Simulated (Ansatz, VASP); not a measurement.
Two plane-wave programs on CdSeS3

The input INCAR:

```
SYSTEM = CdSeS3
PREC = Accurate
ENCUT = 520
EDIFF = 1E-6
ISMEAR = 0
SIGMA = 0.1
LREAL = .False.
LASPH = .True.
NELM = 80
ALGO = Normal
ISIF = 2
LWAVE = .False.
LCHARG = .False.
GGA = PE
NBANDS = 26
```

Contents of KPOINTS:

```
regular mesh
0
Gamma
  4 4 4
  0 0 0
```

Contents of POSCAR:

```
CdSeS3
1.0
    5.0075601700      0.0000000000      0.0000000000
    0.0000000000      5.0075601700      0.0000000000
    0.0000000000      0.0000000000      5.0075601700
Cd Se S
1 1 3
Direct
    0.0000000000      0.0000000000      0.0000000000
    0.5000000000      0.5000000000      0.5000000000
    0.0000000000      0.0000000000      0.5000000000
    0.0000000000      0.5000000000      0.0000000000
    0.5000000000      0.0000000000      0.0000000000
```

Input for Ansatz:

```yaml
crystal:
  lattice:
    - [5.00756017, 0.0, 0.0]
    - [0.0, 5.00756017, 0.0]
    - [0.0, 0.0, 5.00756017]
  atoms:
    - { symbol: Cd, position: [0.0, 0.0, 0.0] }
    - { symbol: Se, position: [0.5, 0.5, 0.5] }
    - { symbol: S, position: [0.0, 0.0, 0.5] }
    - { symbol: S, position: [0.0, 0.5, 0.0] }
    - { symbol: S, position: [0.5, 0.0, 0.0] }
basis:
  ecutwfc: 420
kpoints:
  mp_grid: { grid: [4, 4, 4] }
hamiltonian:
  xc: pbe
scf:
  occupations: { method: gaussian, width: 0.1 }
  lower_state_search: "off"
output:
  forces: true
  stress: true
  eigenvalues: true
```

Change from the starting cell: species swapped into the Rb3ClO type (Pm-3m, No. 221).

Alike in both runs: task single point; functional PBE; k mesh 4 × 4 × 4; occupations gaussian, width 0.1 eV; no spin polarisation.

|  | VASP | Ansatz |
| --- | --- | --- |
| version | VASP 6.6.1 | Ansatz 0.2.0 |
| potentials or method | VASP PAW PBE potentials, release 64 (Cd, Se, S) | scalar-relativistic, plane waves, PAW |
| plane-wave cutoff (eV) | 520 | 420 |
| valence electrons in the cell | 36 | 54 |

```csv
,VASP,Ansatz,Ansatz less VASP
gap on the k mesh at the Fermi level (eV),none,none,-
pressure (GPa),-1.5,-1.7,-0.27
```

A gap of «none» marks a metal or a gap that the smearing closes. With one functional, cell and mesh, what is left measures potentials, basis and numerics. The two sets of potentials don't hold the same shells in valence.
